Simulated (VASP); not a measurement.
Consider the following.

```xyz
5
Lattice="4.0372 0.0000 0.0000 0.0000 4.0372 0.0000 0.0000 0.0000 4.0372" Properties=species:S:1:pos:R:3 pbc="T T T"
K      0.0000     0.0000     0.0000
Zn     2.0186     2.0186     2.0186
F      2.0186     0.0000     2.0186
F      0.0000     2.0186     2.0186
F      2.0186     2.0186     0.0000
```

Level of theory: optB86b-vdW, VASP's PBE PAW potentials (set 64) (plane waves; VASP 6.6.1). Numerical set-up: 520 eV cut-off, 6×6×6 Γ-centred mesh, Gaussian smearing of 0.050 eV, potentials K_sv Zn F.

Task: Give the stress tensor in GPa (positive for a compressed cell).

Result: 
```
2.60  0.00  0.00
0.00  2.60  0.00
0.00  0.00  2.60
```
The pressure is its mean diagonal, 2.60 GPa.

The compound is KZnF3 in the cubic perovskite structure. This cell is one point of a volume scan, at 0.97 of the reference volume.
